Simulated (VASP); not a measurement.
Here is the system:

```yaml
crystal:
  lattice:
    - [0.00000, 2.61586, 2.61586]
    - [2.61586, 0.00000, 2.61586]
    - [2.61586, 2.61586, 0.00000]
  atoms:
    - { symbol: Al, position: [0.00000, 0.00000, 0.00000] }
    - { symbol: As, position: [0.25000, 0.25000, 0.25000] }
```

Computed with PBEsol GGA, VASP's PBE PAW potentials (set 64) (plane waves; VASP). Run with 500 eV cut-off, 9×9×9 Γ-centred mesh, Gaussian smearing of 0.050 eV, potentials Al As.

Task: Estimate the energy per atom (σ→0), pressure.

Result: 
```json
{
  "energy per atom (σ→0)": "-4.652 eV/atom",
  "pressure": "29.96 GPa"
}
```

Only differences to runs with the same potentials and settings are physical.

The compound is AlAs in the zinc blende structure. It was relaxed first under an external pressure of 30 GPa.
